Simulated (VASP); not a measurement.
Input:

```yaml
crystal:
  lattice:
    - [4.22385, 0.00000, 0.00000]
    - [0.00000, 4.22385, 0.00000]
    - [0.00000, 0.00000, 4.22385]
  atoms:
    - { symbol: Ba, position: [0.00000, 0.00000, 0.00000] }
    - { symbol: Zr, position: [0.50000, 0.50000, 0.50000] }
    - { symbol: O, position: [0.50000, 0.00000, 0.50000] }
    - { symbol: O, position: [0.00000, 0.50000, 0.50000] }
    - { symbol: O, position: [0.50000, 0.50000, 0.00000] }
```

Computed with optB88-vdW, VASP's PBE PAW potentials (set 64) (plane waves; VASP 6.6.1). Numerical set-up: 520 eV cut-off, 6×6×6 Γ-centred mesh, tetrahedra with Blöchl corrections, potentials Ba_sv Zr_sv O.

The cores are frozen, which limits the accuracy of field gradients.

Q: Give the principal components of the electric field gradient (V/Å²) and the asymmetry η at each nucleus.

A: 
```tsv
atom	Vxx	Vyy	Vzz	η
Ba1	0.0	0.0	0.0	-
Zr2	0.0	0.0	0.0	-
O3	7.2	7.2	-14.3	0.00
O4	7.2	7.2	-14.3	0.00
O5	7.2	7.2	-14.3	0.00
```

The compound is BaZrO3 in the cubic perovskite structure. It was relaxed first.
